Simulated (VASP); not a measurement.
All values below come from PBEsol GGA, VASP's PBE PAW potentials (set 64) (plane waves; VASP 6.6.1).

VASP input:

File KPOINTS:
```
Regular mesh
0
Gamma
 12 12 7
```

**INCAR**
```
ALGO = Normal
EDIFF = 1E-7
ENCUT = 530
GGA = PS
IBRION = 6
ISIF = 3
ISMEAR = 1
LASPH = T
LCHARG = F
LMAXMIX = 6
LREAL = F
LWAVE = F
NELM = 100
NFREE = 2
NSW = 1
POTIM = 0.015
PREC = Accurate
SIGMA = 0.1
SYSTEM = Hf
```

**POSCAR**
```
Hf
1.0
  1.5785036758  -2.7340485295   0.0000000000
  1.5785036758   2.7340485295   0.0000000000
  0.0000000000   0.0000000000   4.9915691221
Hf
2
Cart
  1.5785036758   0.9113513325   1.2478922805
  1.5785036758  -0.9113513325   3.7436768416
```

POTCAR, in this order: Hf_pv (PBE.64 set). Program: vasp_std.

Output

File OSZICAR:
```
...
DAV:   3    -0.210034000628E+02    0.10897E-01   -0.17950E-02 11142   0.937E-01    0.390E-01
DAV:   4    -0.210029494733E+02    0.45059E-03   -0.19269E-03 11402   0.338E-01    0.224E-01
DAV:   5    -0.210029092809E+02    0.40192E-04   -0.10890E-04 11516   0.823E-02    0.289E-02
DAV:   6    -0.210029075542E+02    0.17266E-05   -0.12601E-05 10918   0.281E-02    0.138E-02
DAV:   7    -0.210029075176E+02    0.36607E-07   -0.46697E-07  9958   0.595E-03
   9 F= -.21002908E+02 E0= -.21002647E+02  d E =-.782821E-03
       N       E                     dE             d eps       ncg     rms          rms(c)
DAV:   1    -0.210151990849E+02   -0.12292E-01   -0.12707E+00  7816   0.946E+00    0.853E-01
DAV:   2    -0.210055331700E+02    0.96659E-02   -0.20247E-02 10726   0.115E+00    0.429E-01
DAV:   3    -0.210022720125E+02    0.32612E-02   -0.50507E-03 10254   0.527E-01    0.311E-01
DAV:   4    -0.210028457286E+02   -0.57372E-03   -0.31703E-03 10730   0.420E-01    0.129E-01
DAV:   5    -0.210033080017E+02   -0.46227E-03   -0.31326E-04 10110   0.135E-01    0.258E-02
DAV:   6    -0.210033967928E+02   -0.88791E-04   -0.93671E-06 10618   0.239E-02    0.637E-03
DAV:   7    -0.210034139525E+02   -0.17160E-04   -0.44176E-07  9388   0.485E-03    0.217E-03
DAV:   8    -0.210034141003E+02   -0.14771E-06   -0.14328E-08  5300   0.958E-04    0.110E-03
DAV:   9    -0.210034147396E+02   -0.63937E-06   -0.32512E-09  4706   0.464E-04    0.246E-04
DAV:  10    -0.210034146769E+02    0.62759E-07   -0.66892E-10  4544   0.186E-04
  10 F= -.21003415E+02 E0= -.21003235E+02  d E =-.538659E-03
       N       E                     dE             d eps       ncg     rms          rms(c)
DAV:   1    -0.210394099036E+02   -0.35995E-01   -0.14240E+00  8154   0.916E+00    0.109E+00
DAV:   2    -0.210134476363E+02    0.25962E-01   -0.28361E-02 10108   0.132E+00    0.624E-01
DAV:   3    -0.210040315169E+02    0.94161E-02   -0.12101E-02 10304   0.840E-01    0.443E-01
DAV:   4    -0.210034149614E+02    0.61656E-03   -0.20907E-03 10430   0.374E-01    0.186E-01
DAV:   5    -0.210034156278E+02   -0.66647E-06   -0.84687E-05  9466   0.746E-02    0.158E-02
DAV:   6    -0.210034149215E+02    0.70633E-06   -0.53969E-06 10680   0.168E-02    0.924E-03
DAV:   7    -0.210034147396E+02    0.18187E-06   -0.48346E-07  9296   0.584E-03    0.137E-03
DAV:   8    -0.210034147360E+02    0.36089E-08   -0.21899E-08  4970   0.138E-03
  11 F= -.21003415E+02 E0= -.21003235E+02  d E =-.538647E-03
       N       E                     dE             d eps       ncg     rms          rms(c)
DAV:   1    -0.210188437758E+02   -0.15429E-01   -0.11082E+00  8416   0.806E+00    0.826E-01
DAV:   2    -0.210083353667E+02    0.10508E-01   -0.17592E-02 10342   0.105E+00    0.444E-01
DAV:   3    -0.210038973767E+02    0.44380E-02   -0.46237E-03 10190   0.528E-01    0.275E-01
DAV:   4    -0.210032832114E+02    0.61417E-03   -0.22085E-03 10696   0.378E-01    0.109E-01
DAV:   5    -0.210033959327E+02   -0.11272E-03   -0.23472E-04 10180   0.121E-01    0.135E-02
DAV:   6    -0.210034116344E+02   -0.15702E-04   -0.70601E-06 10054   0.211E-02    0.371E-03
DAV:   7    -0.210034125957E+02   -0.96123E-06   -0.25040E-07  9138   0.382E-03    0.123E-03
DAV:   8    -0.210034128256E+02   -0.22994E-06   -0.12309E-08  5060   0.875E-04    0.388E-04
DAV:   9    -0.210034129783E+02   -0.15266E-06   -0.21460E-09  4736   0.326E-04    0.647E-05
DAV:  10    -0.210034130019E+02   -0.23588E-07   -0.65608E-10  4460   0.148E-04
  12 F= -.21003413E+02 E0= -.21003233E+02  d E =-.540993E-03
       N       E                     dE             d eps       ncg     rms          rms(c)
DAV:   1    -0.210393264931E+02   -0.35914E-01   -0.14332E+00  8308   0.914E+00    0.115E+00
DAV:   2    -0.210134487045E+02    0.25878E-01   -0.28860E-02 10060   0.132E+00    0.595E-01
DAV:   3    -0.210041113213E+02    0.93374E-02   -0.11689E-02 10232   0.825E-01    0.414E-01
DAV:   4    -0.210034118835E+02    0.69944E-03   -0.21944E-03 10428   0.384E-01    0.192E-01
DAV:   5    -0.210034139079E+02   -0.20243E-05   -0.98389E-05  9406   0.804E-02    0.163E-02
DAV:   6    -0.210034132147E+02    0.69313E-06   -0.55265E-06 10624   0.170E-02    0.104E-02
DAV:   7    -0.210034130273E+02    0.18743E-06   -0.52696E-07  9430   0.621E-03    0.916E-04
DAV:   8    -0.210034130254E+02    0.19297E-08   -0.17577E-08  5006   0.121E-03
  13 F= -.21003413E+02 E0= -.21003233E+02  d E =-.540986E-03
       N       E                     dE             d eps       ncg     rms          rms(c)
DAV:   1    -0.210065664502E+02   -0.31534E-02   -0.14081E+00  8312   0.105E+01    0.496E-01
DAV:   2    -0.210068364853E+02   -0.27004E-03   -0.51881E-02 11132   0.193E+00    0.298E-01
DAV:   3    -0.210046336312E+02    0.22029E-02   -0.30573E-03 10884   0.447E-01    0.112E-01
DAV:   4    -0.210046816625E+02   -0.48031E-04   -0.13741E-03 11268   0.298E-01    0.329E-02
DAV:   5    -0.210047348329E+02   -0.53170E-04   -0.94034E-05  9968   0.740E-02    0.631E-03
DAV:   6    -0.210047443729E+02   -0.95400E-05   -0.12355E-06 11858   0.935E-03    0.164E-03
DAV:   7    -0.210047459940E+02   -0.16212E-05   -0.52501E-08  6564   0.190E-03    0.343E-04
DAV:   8    -0.210047463555E+02   -0.36150E-06   -0.51976E-09  5686   0.609E-04    0.923E-05
DAV:   9    -0.210047464643E+02   -0.10876E-06   -0.11081E-09  5080   0.267E-04    0.340E-05
DAV:  10    -0.210047464984E+02   -0.34140E-07   -0.29399E-10  4870   0.115E-04
  14 F= -.21004746E+02 E0= -.21004549E+02  d E =-.592227E-03
       N       E                     dE             d eps       ncg     rms          rms(c)
DAV:   1    -0.209978204330E+02    0.69260E-02   -0.21723E+00  8288   0.125E+01    0.209E-01
DAV:   2    -0.210048792831E+02   -0.70589E-02   -0.76373E-02  9212   0.224E+00    0.130E-01
DAV:   3    -0.210048335134E+02    0.45770E-04   -0.73198E-04 11324   0.214E-01    0.790E-02
DAV:   4    -0.210047486965E+02    0.84817E-04   -0.21791E-04  9512   0.134E-01    0.204E-02
DAV:   5    -0.210047473221E+02    0.13744E-05   -0.93507E-06 11300   0.271E-02    0.836E-03
DAV:   6    -0.210047465685E+02    0.75360E-06   -0.15735E-06 10034   0.115E-02    0.226E-03
DAV:   7    -0.210047465073E+02    0.61225E-07   -0.16528E-07  6790   0.380E-03
  15 F= -.21004747E+02 E0= -.21004549E+02  d E =-.592251E-03
       N       E                     dE             d eps       ncg     rms          rms(c)
DAV:   1    -0.209986715446E+02    0.60750E-02   -0.17748E+00  3136   0.118E+01    0.527E-01
DAV:   2    -0.210047020987E+02   -0.60306E-02   -0.66158E-02  3640   0.214E+00    0.125E-01
DAV:   3    -0.210046371683E+02    0.64930E-04   -0.70368E-04  4138   0.221E-01    0.695E-02
DAV:   4    -0.210045506957E+02    0.86473E-04   -0.75223E-05  3736   0.787E-02    0.181E-02
DAV:   5    -0.210045260927E+02    0.24603E-04   -0.13147E-05  3988   0.320E-02    0.471E-03
DAV:   6    -0.210045262388E+02   -0.14611E-06   -0.58089E-07  3946   0.608E-03    0.237E-03
DAV:   7    -0.210045234674E+02    0.27714E-05   -0.43812E-07  3490   0.580E-03    0.370E-04
DAV:   8    -0.210045234135E+02    0.53973E-07   -0.16617E-08  2156   0.117E-03
  16 F= -.21004523E+02 E0= -.21004305E+02  d E =-.656064E-03
       N       E                     dE             d eps       ncg     rms          rms(c)
DAV:   1    -0.209949404494E+02    0.95830E-02   -0.28627E+00  3136   0.149E+01    0.905E-01
DAV:   2    -0.210045713506E+02   -0.96309E-02   -0.11322E-01  3472   0.275E+00    0.233E-01
DAV:   3    -0.210045716956E+02   -0.34504E-06   -0.12243E-03  4066   0.292E-01    0.117E-01
DAV:   4    -0.210045252995E+02    0.46396E-04   -0.12971E-04  3508   0.107E-01    0.107E-02
DAV:   5    -0.210045240688E+02    0.12307E-05   -0.63391E-06  3954   0.219E-02    0.755E-03
DAV:   6    -0.210045234534E+02    0.61542E-06   -0.11238E-06  3730   0.964E-03    0.149E-03
DAV:   7    -0.210045234158E+02    0.37551E-07   -0.12675E-07  2086   0.336E-03
  17 F= -.21004523E+02 E0= -.21004305E+02  d E =-.656080E-03
```

OUTCAR:
```
------------------------ aborting loop because EDIFF is reached ----------------------------------------
  FORCE on cell =-STRESS in cart. coord.  units (eV):
  Direction    XX          YY          ZZ          XY          YZ          ZX
  --------------------------------------------------------------------------------------
  Total        0.0231539      0.0231539      0.0115005      0.0000000      0.0000000      0.0000000
  in kB        0.8610253      0.8610253      0.4276710      0.0000000      0.0000000      0.0000000
  external PRESSURE =       0.7165738 kB  Pullay stress =       0.0000000 kB
  volume of cell :       43.08
      direct lattice vectors                 reciprocal lattice vectors
     1.578503676 -2.734048529  0.000000000     0.316755677 -0.182878978  0.000000000
     1.578503676  2.734048529  0.000000000     0.316755677  0.182878978  0.000000000
     0.000000000  0.000000000  4.991569122     0.000000000  0.000000000  0.200337805
 POSITION                                       TOTAL-FORCE (eV/Angst)
 -----------------------------------------------------------------------------------
      1.57850      0.91135      1.23289         0.000000      0.000000      0.054578
      1.57850     -0.91135      3.74368        -0.000000     -0.000000     -0.054578
 -----------------------------------------------------------------------------------
    total drift:                                0.000000      0.000139     -0.002241
  FREE ENERGIE OF THE ION-ELECTRON SYSTEM (eV)
  ---------------------------------------------------
  free  energy   TOTEN  =       -21.0045234158 eV

  energy  without entropy=      -21.0038673361  energy(sigma->0) =      -21.00430472

   1 f  =    3.156993 THz    19.835972 2PiTHz  105.305950 cm-1    13.056268 meV
             X         Y         Z           dx          dy          dz
      1.578504  0.911351  1.247892    -0.000000   -0.000000    0.707107
      1.578504 -0.911351  3.743677     0.000000    0.000000   -0.707107

   2 f  =    2.135204 THz    13.415885 2PiTHz   71.222755 cm-1     8.830492 meV
             X         Y         Z           dx          dy          dz
      1.578504  0.911351  1.247892     0.707107    0.000000   -0.000000
      1.578504 -0.911351  3.743677    -0.707107    0.000000   -0.000000

   3 f  =    2.135204 THz    13.415885 2PiTHz   71.222754 cm-1     8.830492 meV
             X         Y         Z           dx          dy          dz
      1.578504  0.911351  1.247892    -0.000000   -0.707107    0.000000
      1.578504 -0.911351  3.743677     0.000000    0.707107    0.000000

   4 f  =    0.000000 THz     0.000000 2PiTHz    0.000001 cm-1     0.000000 meV
             X         Y         Z           dx          dy          dz
      1.578504  0.911351  1.247892    -0.064308   -0.296338   -0.638786
      1.578504 -0.911351  3.743677    -0.064308   -0.296338   -0.638786

   5 f  =    0.000000 THz     0.000000 2PiTHz    0.000001 cm-1     0.000000 meV
             X         Y         Z           dx          dy          dz
      1.578504  0.911351  1.247892     0.570991   -0.397340    0.126846
      1.578504 -0.911351  3.743677     0.570991   -0.397340    0.126846

   6 f/i=    0.000000 THz     0.000000 2PiTHz    0.000001 cm-1     0.000000 meV
             X         Y         Z           dx          dy          dz
      1.578504  0.911351  1.247892    -0.412108   -0.504286    0.275430
      1.578504 -0.911351  3.743677    -0.412108   -0.504286    0.275430

 ELASTIC MODULI CONTR FROM IONIC RELAXATION (kBar)
 Direction    XX          YY          ZZ          XY          YZ          ZX
 --------------------------------------------------------------------------------
 XX        -160.1805    160.1805      0.0000      0.0000      0.0000     -0.0000
 YY         160.1805   -160.1805     -0.0000     -0.0000      0.0000      0.0000
 ZZ           0.0000     -0.0000     -0.0000     -0.0000      0.0000     -0.0000
 XY           0.0000     -0.0000     -0.0000   -160.1805      0.0000     -0.0000
 YZ           0.0000      0.0000      0.0000      0.0000      0.0000      0.0000
 ZX          -0.0000      0.0000     -0.0000     -0.0000      0.0000     -0.0000
 --------------------------------------------------------------------------------

 TOTAL ELASTIC MODULI (kBar)
 Direction    XX          YY          ZZ          XY          YZ          ZX
 --------------------------------------------------------------------------------
 XX        1842.1335    839.2539    741.7816     -0.0000      0.0000     -0.0000
 YY         839.2539   1842.1334    741.7816     -0.0000     -0.0000      0.0000
 ZZ         741.7816    741.7816   2081.5490      0.0000      0.0000      0.0000
 XY           0.0000      0.0000      0.0000    501.4398      0.0000      0.0000
 YZ           0.0000     -0.0000      0.0000     -0.0000    501.6346      0.0000
 ZX          -0.0000      0.0000     -0.0000      0.0000      0.0000    501.6345
 --------------------------------------------------------------------------------
```
(Selected blocks of OUTCAR.)

Finite-difference elastic constants of metals are sensitive to mesh and smearing; shear constants can be off by tens of GPa.

The compound is Hf in the hcp structure. It was relaxed first.
